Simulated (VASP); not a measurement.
# 1T-PtSe2 monolayer under biaxial strain, part 6 of 7

Aim: strain 1T-PtSe2 monolayer in both directions of its plane and follow energy, thickness and gap.

VASP 6.6.1, plane waves and PAW; the level of theory is named at each step.

So far. Step 13 (Strained, atoms relaxed, biaxial strain 0): The start already met the threshold, so nothing moved, which says little where the restoring forces are soft.

### Step 15. Strained, atoms relaxed, biaxial strain 0.01

This step: PBE with D3(BJ); plane waves and PAW (Pt, Se) (VASP 6.6.1).

The input, INCAR:

```
SYSTEM = PtSe2
PREC = Normal
ENCUT = 350
EDIFF = 1E-06
NELM = 120
ISMEAR = 0
SIGMA = 0.03
LREAL = .FALSE.
ALGO = Fast
GGA = PE
IVDW = 12
NBANDS = 17
LASPH = .TRUE.
LORBIT = 11
LWAVE = .FALSE.
LCHARG = .FALSE.
KPAR = 4
IBRION = 2
NSW = 30
ISIF = 2
EDIFFG = -0.015
POTIM = 0.4
MAXMIX = 40
IDIPOL = 3
LDIPOL = .TRUE.
DIPOL = 0.5 0.5 0.5
```

The input, POSCAR:

```
PtSe2
1.0
    3.7398652871      0.0000000000      0.0000000000
   -1.8699326436      3.2388183454      0.0000000000
    0.0000000000      0.0000000000     22.0000000000
Pt Se
1 2
Direct
    0.0000000000      0.0000000000      0.5000000000
    0.3333333333      0.6666666667      0.4396979050
    0.6666666667      0.3333333333      0.5603020950
```

The input, KPOINTS:

```
Automatic mesh
0
Gamma
9 9 1
0 0 0
```

Potentials, in the order of the species: Pt and Se (PBE family, release 64).

Launch:

```bash
mpirun -np 4 vasp_std
```

What it wrote:

```text
[... set-up lines as in an earlier step ...]
 entering main loop
       N       E                     dE             d eps       ncg     rms          rms(c)
DAV:   1     0.141551915359E+03    0.14155E+03   -0.60031E+03   408   0.685E+02
DAV:   2    -0.140073081965E+01   -0.14295E+03   -0.13648E+03   593   0.155E+02
DAV:   3    -0.149374489631E+02   -0.13537E+02   -0.13462E+02   512   0.592E+01
DAV:   4    -0.151388289775E+02   -0.20138E+00   -0.20112E+00   509   0.806E+00
[...]
RMM:  18    -0.142927766820E+02   -0.57651E-05   -0.37011E-07   248   0.261E-03    0.514E-04
RMM:  19    -0.142927792548E+02   -0.25728E-05   -0.18409E-07   200   0.178E-03    0.783E-04
RMM:  20    -0.142927796201E+02   -0.36528E-06   -0.50848E-08   154   0.136E-03
   1 F= -.15172615E+02 E0= -.15172615E+02  d E =-.151726E+02
[...]
N       E                     dE             d eps       ncg     rms          rms(c)
DAV:   1    -0.142942588486E+02   -0.14796E-02   -0.13169E-01   425   0.189E+00    0.177E-01
[...]
RMM:   8    -0.142947228107E+02   -0.20446E-05   -0.60577E-07   276   0.441E-03    0.146E-03
RMM:   9    -0.142947242990E+02   -0.14883E-05   -0.20875E-07   247   0.258E-03    0.608E-04
RMM:  10    -0.142947246067E+02   -0.30769E-06   -0.46672E-08   177   0.149E-03
   2 F= -.15175871E+02 E0= -.15175871E+02  d E =-.325560E-02
 trial-energy change:   -0.003256  1 .order   -0.003236   -0.004127   -0.002346
 step:   2.1568(harm=  2.3175)  dis= 0.01925  next Energy=   -15.177257 (dE=-0.464E-02)
[...]
N       E                     dE             d eps       ncg     rms          rms(c)
DAV:   1    -0.142941642266E+02    0.56007E-03   -0.17661E-01   414   0.219E+00    0.208E-01
RMM:   2    -0.142946384204E+02   -0.47419E-03   -0.58796E-03   408   0.417E-01    0.294E-02
RMM:   3    -0.142947223445E+02   -0.83924E-04   -0.80346E-04   415   0.160E-01    0.262E-03
RMM:   4    -0.142947409044E+02   -0.18560E-04   -0.13565E-04   414   0.704E-02    0.528E-03
RMM:   5    -0.142947445339E+02   -0.36294E-05   -0.31302E-05   404   0.337E-02    0.621E-03
RMM:   6    -0.142947449267E+02   -0.39280E-06   -0.66775E-06   352   0.160E-02
   3 F= -.15177395E+02 E0= -.15177395E+02  d E =-.478015E-02
[...]
reached required accuracy - stopping structural energy minimisation
```

The job ended after 17 s (4 MPI ranks of AMD EPYC 7R43, shared host; peak memory 0.73 GiB; 66 s of CPU time).

From OUTCAR (step 15):

```text
 Edisp (eV)   -0.88115

 Edisp (eV)   -0.88265

  Total      -0.73204    -0.73204    -0.11826     0.00000     0.00000    -0.00000
  in kB      -4.40132    -4.40132    -0.71100     0.00000     0.00000    -0.00000
  external pressure =       -3.17 kB  Pullay stress =        0.00 kB

 POSITION                                       TOTAL-FORCE (eV/Angst)
 -----------------------------------------------------------------------------------
      0.00000      0.00000     11.00000        -0.000000      0.000000      0.000000
     -0.00000      2.15921      9.69260        -0.000000     -0.000000      0.012812
      1.86993      1.07961     12.30740         0.000000      0.000000     -0.012812
 -----------------------------------------------------------------------------------
    total drift:                                0.000000      0.000000      0.000000

  FREE ENERGIE OF THE ION-ELECTRON SYSTEM (eV)
  ---------------------------------------------------
  free  energy   TOTEN  =       -15.1773954554 eV

  energy  without entropy=      -15.1773954554  energy(sigma->0) =      -15.17739546

[... 2 parts as in an earlier step ...]

[... 2 further parts left out ...]
[key lines of the parts left out:]
E-fermi :  -3.0015
```

The run ended after 3 ionic steps, 0.005 eV below its first step, once the forces on the free atoms met EDIFFG = -0.015.

### Step 16. Strained, levels with spin-orbit coupling, biaxial strain 0.01

This step: PBE with D3(BJ), spin-orbit coupling; plane waves and PAW (Pt, Se) (VASP 6.6.1).

The input, INCAR:

```
SYSTEM = PtSe2
PREC = Normal
ENCUT = 350
EDIFF = 1E-06
NELM = 120
ISMEAR = 0
SIGMA = 0.03
LREAL = .FALSE.
ALGO = Fast
GGA = PE
IVDW = 12
LNONCOLLINEAR = .TRUE.
MAGMOM = 0 0 0 0 0 0 0 0 0
NBANDS = 34
GGA_COMPAT = .FALSE.
LASPH = .TRUE.
LSORBIT = .TRUE.
LMAXMIX = 4
LWAVE = .FALSE.
LCHARG = .FALSE.
KPAR = 4
IDIPOL = 3
LDIPOL = .TRUE.
DIPOL = 0.5 0.5 0.5
LVHAR = .TRUE.
LVACPOTAV = .TRUE.
```

The input, POSCAR:

```
PtSe2
1.0
    3.7398652871      0.0000000000      0.0000000000
   -1.8699326436      3.2388183454      0.0000000000
    0.0000000000      0.0000000000     22.0000000000
Pt Se
1 2
Direct
    0.0000000000      0.0000000000      0.5000000000
    0.3333333333      0.6666666667      0.4405727758
    0.6666666667      0.3333333333      0.5594272242
```

KPOINTS is that of step 15.

The input, KPOINTS_OPT:

```
Line mode
14
Line-mode
Reciprocal
  0.00000000   0.00000000   0.00000000 GAMMA
  0.50000000   0.00000000   0.00000000 M

  0.50000000   0.00000000   0.00000000 M
  0.33333333   0.33333333   0.00000000 K

  0.33333333   0.33333333   0.00000000 K
  0.00000000   0.00000000   0.00000000 GAMMA
```

Launch:

```bash
mpirun -np 4 vasp_ncl
```

What it wrote:

```text
[... set-up lines as in an earlier step ...]
 entering main loop
       N       E                     dE             d eps       ncg     rms          rms(c)
DAV:   1     0.146192962933E+03    0.14619E+03   -0.58784E+03   856   0.693E+02
DAV:   2     0.217617641185E+01   -0.14402E+03   -0.13498E+03  1184   0.161E+02
DAV:   3    -0.152478375095E+02   -0.17424E+02   -0.17178E+02  1044   0.631E+01
DAV:   4    -0.155820973937E+02   -0.33426E+00   -0.33295E+00   998   0.994E+00
[...]
RMM:  20    -0.146944256190E+02   -0.33495E-05   -0.12305E-07   578   0.145E-03    0.398E-04
RMM:  21    -0.146944277738E+02   -0.21548E-05   -0.77980E-08   514   0.113E-03    0.157E-04
RMM:  22    -0.146944286887E+02   -0.91493E-06   -0.50625E-08   475   0.101E-03
 [... a notice as in an earlier step ...]

   1 F= -.15577079E+02 E0= -.15577079E+02  d E =-.522895E-13  mag=    -0.0000    -0.0000     0.0000
 Start KPOINTS_OPT (optional k-point list driver)
k-point batch [1-12\42]
       N       E                     dE             ncg
DAV:   1    -0.142655694071E+03   -0.24887E+04      840
DAV:   2    -0.181294393534E+04   -0.16703E+04     1108
DAV:   3    -0.204612765480E+04   -0.23318E+03     1068
DAV:   4    -0.205136652809E+04   -0.52389E+01      954
DAV:   5    -0.205148596511E+04   -0.11944E+00     1042
DAV:   6    -0.205149020769E+04   -0.42426E-02     1110
DAV:   7    -0.205149029911E+04   -0.91413E-04     1084
DAV:   8    -0.205149030413E+04   -0.50225E-05      990
DAV:   9    -0.205149030433E+04   -0.20676E-06      754
[...]
k-point batch [37-42\42]
       N       E                     dE             ncg
DAV:   1     0.261600619932E+04   -0.36912E+03      408
DAV:   2     0.178204169243E+04   -0.83396E+03      532
DAV:   3     0.164942914766E+04   -0.13261E+03      552
DAV:   4     0.164609304504E+04   -0.33361E+01      456
DAV:   5     0.164601065564E+04   -0.82389E-01      562
DAV:   6     0.164600791493E+04   -0.27407E-02      562
DAV:   7     0.164600785093E+04   -0.64000E-04      596
DAV:   8     0.164600784864E+04   -0.22815E-05      500
DAV:   9     0.164600784851E+04   -0.13630E-06      434
```

Elapsed: 76 s, on 4 MPI ranks; peak memory 1.6 GiB; 5 min of CPU time.

OUTCAR, selected parts (step 16):

```text
 Edisp (eV)   -0.88265

  Total      -0.66155    -0.66155    -0.04106     0.00000     0.00000    -0.00000
  in kB      -3.97750    -3.97750    -0.24684     0.00000     0.00000    -0.00000
  external pressure =       -2.73 kB  Pullay stress =        0.00 kB

 POSITION                                       TOTAL-FORCE (eV/Angst)
 -----------------------------------------------------------------------------------
      0.00000      0.00000     11.00000        -0.000000      0.000000      0.000000
     -0.00000      2.15921      9.69260         0.000000      0.000000     -0.018720
      1.86993      1.07961     12.30740        -0.000000     -0.000000      0.018720
 -----------------------------------------------------------------------------------
    total drift:                                0.000000     -0.000000      0.000000

  FREE ENERGIE OF THE ION-ELECTRON SYSTEM (eV)
  ---------------------------------------------------
  free  energy   TOTEN  =       -15.5770792174 eV

  energy  without entropy=      -15.5770792174  energy(sigma->0) =      -15.57707922

[... 2 parts as in an earlier step ...]

[... 1 further part left out ...]
[key lines of the parts left out:]
E-fermi :  -2.8402
```

### Step 17. Strained, atoms relaxed, biaxial strain 0.02

This step: PBE with D3(BJ); plane waves and PAW (Pt, Se) (VASP 6.6.1).

The input, INCAR:

```
SYSTEM = PtSe2
PREC = Normal
ENCUT = 350
EDIFF = 1E-06
NELM = 120
ISMEAR = 0
SIGMA = 0.03
LREAL = .FALSE.
ALGO = Fast
GGA = PE
IVDW = 12
NBANDS = 17
LASPH = .TRUE.
LORBIT = 11
LWAVE = .FALSE.
LCHARG = .FALSE.
KPAR = 4
IBRION = 2
NSW = 30
ISIF = 2
EDIFFG = -0.015
POTIM = 0.4
MAXMIX = 40
IDIPOL = 3
LDIPOL = .TRUE.
DIPOL = 0.5 0.5 0.5
```

The input, POSCAR:

```
PtSe2
1.0
    3.7768936563      0.0000000000      0.0000000000
   -1.8884468282      3.2708858537      0.0000000000
    0.0000000000      0.0000000000     22.0000000000
Pt Se
1 2
Direct
    0.0000000000      0.0000000000      0.5000000000
    0.3333333333      0.6666666667      0.4396979050
    0.6666666667      0.3333333333      0.5603020950
```

KPOINTS is that of step 16.

Launch:

```bash
mpirun -np 4 vasp_std
```

What it wrote:

```text
[... set-up lines as in an earlier step ...]
 entering main loop
       N       E                     dE             d eps       ncg     rms          rms(c)
DAV:   1     0.145504783522E+03    0.14550E+03   -0.60458E+03   408   0.688E+02
DAV:   2    -0.795218990153E+00   -0.14630E+03   -0.13978E+03   627   0.151E+02
DAV:   3    -0.148978394693E+02   -0.14103E+02   -0.14022E+02   473   0.598E+01
DAV:   4    -0.151240218856E+02   -0.22618E+00   -0.22591E+00   539   0.866E+00
[...]
RMM:  18    -0.142783161279E+02   -0.68556E-05   -0.47578E-07   271   0.311E-03    0.681E-04
RMM:  19    -0.142783203734E+02   -0.42455E-05   -0.21507E-07   198   0.181E-03    0.553E-04
RMM:  20    -0.142783212636E+02   -0.89025E-06   -0.77632E-08   159   0.142E-03
   1 F= -.15140254E+02 E0= -.15140254E+02  d E =-.151403E+02
[...]
2 F= -.15152304E+02 E0= -.15152304E+02  d E =-.120499E-01
[...]
3 F= -.15158527E+02 E0= -.15158527E+02  d E =-.182730E-01
[...]
4 F= -.15158551E+02 E0= -.15158551E+02  d E =-.182970E-01
[...]
reached required accuracy - stopping structural energy minimisation
```

Run time: 22 s. Hardware: 4 MPI ranks; peak memory 0.71 GiB; 86 s of CPU time.

From OUTCAR (step 17):

```text
 Edisp (eV)   -0.86752

 Edisp (eV)   -0.86773

  Total      -1.38205    -1.38205    -0.08579     0.00000     0.00000     0.00000
  in kB      -8.14727    -8.14727    -0.50571     0.00000     0.00000     0.00000
  external pressure =       -5.60 kB  Pullay stress =        0.00 kB

 POSITION                                       TOTAL-FORCE (eV/Angst)
 -----------------------------------------------------------------------------------
      3.77689      0.00000     11.00000        -0.000000      0.000000      0.000000
     -0.00000      2.18059      9.71419         0.000000     -0.000000     -0.002575
      1.88845      1.09030     12.28581        -0.000000      0.000000      0.002575
 -----------------------------------------------------------------------------------
    total drift:                                0.000000     -0.000000      0.000000

  FREE ENERGIE OF THE ION-ELECTRON SYSTEM (eV)
  ---------------------------------------------------
  free  energy   TOTEN  =       -15.1585512231 eV

  energy  without entropy=      -15.1585512230  energy(sigma->0) =      -15.15855122

[... 2 parts as in an earlier step ...]

[... 2 further parts left out ...]
[key lines of the parts left out:]
E-fermi :  -3.1523
```

The run ended after 4 ionic steps, 0.018 eV below its first step, once the forces on the free atoms met EDIFFG = -0.015.

### Step 18. Strained, levels with spin-orbit coupling, biaxial strain 0.02

This step: PBE with D3(BJ), spin-orbit coupling; plane waves and PAW (Pt, Se) (VASP 6.6.1).

The input, INCAR:

```
SYSTEM = PtSe2
PREC = Normal
ENCUT = 350
EDIFF = 1E-06
NELM = 120
ISMEAR = 0
SIGMA = 0.03
LREAL = .FALSE.
ALGO = Fast
GGA = PE
IVDW = 12
LNONCOLLINEAR = .TRUE.
MAGMOM = 0 0 0 0 0 0 0 0 0
NBANDS = 34
GGA_COMPAT = .FALSE.
LASPH = .TRUE.
LSORBIT = .TRUE.
LMAXMIX = 4
LWAVE = .FALSE.
LCHARG = .FALSE.
KPAR = 4
IDIPOL = 3
LDIPOL = .TRUE.
DIPOL = 0.5 0.5 0.5
LVHAR = .TRUE.
LVACPOTAV = .TRUE.
```

The input, POSCAR:

```
PtSe2
1.0
    3.7768936563      0.0000000000      0.0000000000
   -1.8884468282      3.2708858537      0.0000000000
    0.0000000000      0.0000000000     22.0000000000
Pt Se
1 2
Direct
    0.0000000000      0.0000000000      0.5000000000
    0.3333333333      0.6666666667      0.4415542310
    0.6666666667      0.3333333333      0.5584457690
```

KPOINTS is that of step 17.

KPOINTS_OPT is that of step 16.

Launch:

```bash
mpirun -np 4 vasp_ncl
```

What it wrote:

```text
[... set-up lines as in an earlier step ...]
 entering main loop
       N       E                     dE             d eps       ncg     rms          rms(c)
DAV:   1     0.150240869131E+03    0.15024E+03   -0.57603E+03   832   0.687E+02
DAV:   2     0.409335183717E+01   -0.14615E+03   -0.13394E+03  1148   0.160E+02
DAV:   3    -0.151963587151E+02   -0.19290E+02   -0.19024E+02  1032   0.663E+01
DAV:   4    -0.155804325547E+02   -0.38407E+00   -0.38212E+00  1024   0.106E+01
[...]
RMM:  20    -0.146904600732E+02   -0.37863E-05   -0.15388E-07   624   0.149E-03    0.349E-04
RMM:  21    -0.146904618468E+02   -0.17735E-05   -0.62002E-08   489   0.107E-03    0.181E-04
RMM:  22    -0.146904628273E+02   -0.98054E-06   -0.48916E-08   487   0.102E-03
 [... a notice as in an earlier step ...]

   1 F= -.15558190E+02 E0= -.15558190E+02  d E =-.805009E-21  mag=     0.0000     0.0000    -0.0000
 Start KPOINTS_OPT (optional k-point list driver)
k-point batch [1-12\42]
       N       E                     dE             ncg
DAV:   1    -0.123911988360E+03   -0.25062E+04      840
DAV:   2    -0.182071927737E+04   -0.16968E+04     1178
DAV:   3    -0.205639180596E+04   -0.23567E+03     1016
DAV:   4    -0.206179997004E+04   -0.54082E+01     1032
DAV:   5    -0.206190329186E+04   -0.10332E+00     1046
DAV:   6    -0.206190730471E+04   -0.40128E-02     1146
DAV:   7    -0.206190739154E+04   -0.86828E-04     1100
DAV:   8    -0.206190739484E+04   -0.33057E-05     1022
DAV:   9    -0.206190739495E+04   -0.10866E-06      710
[...]
k-point batch [37-42\42]
       N       E                     dE             ncg
DAV:   1     0.253322001270E+04   -0.37379E+03      424
DAV:   2     0.171706039755E+04   -0.81616E+03      556
DAV:   3     0.160016136933E+04   -0.11690E+03      522
DAV:   4     0.159737834833E+04   -0.27830E+01      508
DAV:   5     0.159730265782E+04   -0.75691E-01      556
DAV:   6     0.159730044628E+04   -0.22115E-02      578
DAV:   7     0.159730038054E+04   -0.65739E-04      604
DAV:   8     0.159730037821E+04   -0.23309E-05      516
DAV:   9     0.159730037807E+04   -0.14038E-06      428
```

Run time: 83 s. Hardware: 4 MPI ranks; peak memory 1.7 GiB.

Parts of OUTCAR (step 18):

```text
 Edisp (eV)   -0.86773

  Total      -1.31239    -1.31239    -0.00057     0.00000     0.00000     0.00000
  in kB      -7.73662    -7.73662    -0.00333     0.00000     0.00000     0.00000
  external pressure =       -5.16 kB  Pullay stress =        0.00 kB

 POSITION                                       TOTAL-FORCE (eV/Angst)
 -----------------------------------------------------------------------------------
      0.00000      0.00000     11.00000         0.000000      0.000000      0.000000
     -0.00000      2.18059      9.71419        -0.000000     -0.000000     -0.034625
      1.88845      1.09030     12.28581         0.000000      0.000000      0.034625
 -----------------------------------------------------------------------------------
    total drift:                                0.000000     -0.000000      0.000000

  FREE ENERGIE OF THE ION-ELECTRON SYSTEM (eV)
  ---------------------------------------------------
  free  energy   TOTEN  =       -15.5581895737 eV

  energy  without entropy=      -15.5581895737  energy(sigma->0) =      -15.55818957

[... 2 parts as in an earlier step ...]

[... 1 further part left out ...]
[key lines of the parts left out:]
E-fermi :  -2.9148
```

On-site spin-orbit energy by atom:

| atom | on-site spin-orbit energy (eV) |
| --- | --- |
| Pt1 | -0.737 |
| Se2 | -0.030 |
| Se3 | -0.030 |

### Step 19. Strained, atoms relaxed, biaxial strain 0.03

This step: PBE with D3(BJ); plane waves and PAW (Pt, Se) (VASP 6.6.1).

The input, INCAR:

```
SYSTEM = PtSe2
PREC = Normal
ENCUT = 350
EDIFF = 1E-06
NELM = 120
ISMEAR = 0
SIGMA = 0.03
LREAL = .FALSE.
ALGO = Fast
GGA = PE
IVDW = 12
NBANDS = 17
LASPH = .TRUE.
LORBIT = 11
LWAVE = .FALSE.
LCHARG = .FALSE.
KPAR = 4
IBRION = 2
NSW = 30
ISIF = 2
EDIFFG = -0.015
POTIM = 0.4
MAXMIX = 40
IDIPOL = 3
LDIPOL = .TRUE.
DIPOL = 0.5 0.5 0.5
```

The input, POSCAR:

```
PtSe2
1.0
    3.8139220254      0.0000000000      0.0000000000
   -1.9069610128      3.3029533621      0.0000000000
    0.0000000000      0.0000000000     22.0000000000
Pt Se
1 2
Direct
    0.0000000000      0.0000000000      0.5000000000
    0.3333333333      0.6666666667      0.4396979050
    0.6666666667      0.3333333333      0.5603020950
```

KPOINTS is that of step 18.

Launch:

```bash
mpirun -np 4 vasp_std
```

What it wrote:

```text
[... set-up lines as in an earlier step ...]
 entering main loop
       N       E                     dE             d eps       ncg     rms          rms(c)
DAV:   1     0.141002503497E+03    0.14100E+03   -0.59547E+03   408   0.686E+02
DAV:   2    -0.711909434895E+00   -0.14171E+03   -0.13698E+03   610   0.149E+02
DAV:   3    -0.148863743807E+02   -0.14174E+02   -0.14080E+02   514   0.598E+01
DAV:   4    -0.150885722538E+02   -0.20220E+00   -0.20185E+00   522   0.823E+00
[...]
RMM:  19    -0.142431379216E+02   -0.26876E-05   -0.18827E-07   200   0.184E-03    0.675E-04
RMM:  20    -0.142431393563E+02   -0.14347E-05   -0.76136E-08   161   0.148E-03    0.199E-04
RMM:  21    -0.142431395765E+02   -0.22025E-06   -0.28908E-08   148   0.135E-03
   1 F= -.15087612E+02 E0= -.15087612E+02  d E =-.150876E+02
[...]
2 F= -.15112550E+02 E0= -.15112550E+02  d E =-.249383E-01
[...]
3 F= -.15126705E+02 E0= -.15126705E+02  d E =-.390929E-01
[...]
4 F= -.15126745E+02 E0= -.15126745E+02  d E =-.391326E-01
[...]
reached required accuracy - stopping structural energy minimisation
```

The job ended after 21 s (4 MPI ranks; peak memory 0.75 GiB).

OUTCAR, selected parts (step 19):

```text
 Edisp (eV)   -0.85260

 Edisp (eV)   -0.85286

  Total      -2.04931    -2.04931    -0.08123     0.00000     0.00000     0.00000
  in kB     -11.84734   -11.84734    -0.46960     0.00000     0.00000     0.00000
  external pressure =       -8.05 kB  Pullay stress =        0.00 kB

 POSITION                                       TOTAL-FORCE (eV/Angst)
 -----------------------------------------------------------------------------------
      3.81392      0.00000     11.00000         0.000000      0.000000      0.000000
     -0.00000      2.20197      9.73427         0.000000     -0.000000     -0.002735
      1.90696      1.10098     12.26573        -0.000000      0.000000      0.002735
 -----------------------------------------------------------------------------------
    total drift:                                0.000000     -0.000000      0.000000

  FREE ENERGIE OF THE ION-ELECTRON SYSTEM (eV)
  ---------------------------------------------------
  free  energy   TOTEN  =       -15.1267447856 eV

  energy  without entropy=      -15.1267447856  energy(sigma->0) =      -15.12674479

[... 2 parts as in an earlier step ...]

[... 2 further parts left out ...]
[key lines of the parts left out:]
E-fermi :  -3.1617
```

The run ended after 4 ionic steps, 0.039 eV below its first step, once the forces on the free atoms met EDIFFG = -0.015.

[end of part 6 of 7]

[Lines on the potential files, build, host, timing and source positions are cut from VASP's logs without a mark.]

[Logs are printed without paths, hosts, clocks, repeated set-up lines and the standing remarks that a program may print on its own settings, such as how far it seeks lower states.]

[Hosts, paths, dates, database ids (printed as entryN), source tags and the programs' standing remarks are cut or masked in the printed files.]

[Runs that stopped without an error message from VASP are left out.]
